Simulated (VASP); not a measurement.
Write the native input for VASP 6.6.1 that does the following.

```yaml
Task: relaxation of cell and atoms
Functional: PBE
Potentials_or_basis: VASP PAW PBE potentials, release 64 (Hf_pv, Si, B)
Cutoff: 520 eV
k_mesh: 7 × 4 × 4
Occupations: gaussian, width 0.1 eV
Spin: no spin polarisation
Svx: parent c11, via cs
Further_INCAR_settings: ALGO = Normal; EDIFF = 1e-06; IBRION = 2; EDIFFG = -0.01; NSW = 90; ISIF = 3
```

The structure of HfSi2B4 lies in POSCAR:

```
HfSi2B4
1.0
    3.1091907200      0.0000000000      0.0000000000
    0.0037342700      5.4772640600      0.0000000000
    0.0112314500      0.0628856800      9.2934874100
Hf Si B
2 4 8
Direct
    0.1113207800      0.9798944500      0.0054088500
    0.6107128300      0.4818237900      0.0030571600
    0.1094428400      0.1916403900      0.6215709900
    0.1307657000      0.7737907300      0.6078074000
    0.6365592700      0.7212378100      0.4071173700
    0.1499287000      0.3862836600      0.3977958200
    0.6110865600      0.1464633400      0.1828704000
    0.1108864700      0.6460943300      0.1816170100
    0.1100803700      0.3059744800      0.1879052300
    0.6117771900      0.8165978200      0.1938411300
    0.1110648300      0.3196420600      0.8212955900
    0.6114614000      0.8172404600      0.8198229700
    0.6104817900      0.1494309800      0.8113143600
    0.1106680100      0.6503472300      0.8129315500
```

The cell was built by a generator and needn't be a form met in nature.

One way to write it, as run:

INCAR

```
PREC = Accurate
ENCUT = 520
EDIFF = 1E-6
ISMEAR = 0
SIGMA = 0.1
LREAL = F
LASPH = T
NELM = 120
ALGO = Normal
ISIF = 3
LWAVE = F
LCHARG = F
GGA = PE
IBRION = 2
NSW = 90
EDIFFG = -0.01
KPAR = 8
```

KPOINTS

```
regular mesh
0
Gamma
  7 4 4
```

Potentials or basis: VASP PAW PBE potentials, release 64 (Hf_pv, Si, B).

The run is started by

```bash
$ cat potpaw_PBE.64/Hf_pv/POTCAR potpaw_PBE.64/Si/POTCAR potpaw_PBE.64/B/POTCAR > POTCAR
$ mpirun -np 8 vasp_std > vasp.out
```

Results of the run:

| Item | Value |
| --- | --- |
| Relaxed volume | 11.30 Å³/atom |
| Relaxed cell | a = 3.104 Å, b = 5.478 Å, c = 9.303 Å, α = 89.85°, β = 90.00°, γ = 90.00° |
| Space group after relaxing (to 0.05 Å) | Pm (No. 6) |
| Energy gained by relaxing | 0.5 meV/atom |
| Ionic steps | 27 |
| Pressure after relaxing | 0.0 GPa |
| Largest force after relaxing | 0.010 eV/Å |
| Band gap on the k mesh | none (metal or under the smearing width) |

It took 7.9 min on 8 MPI ranks on AMD EPYC 9R45 96-Core Processor (Zen 5), on a shared host, peak memory 0.48 GiB a rank.
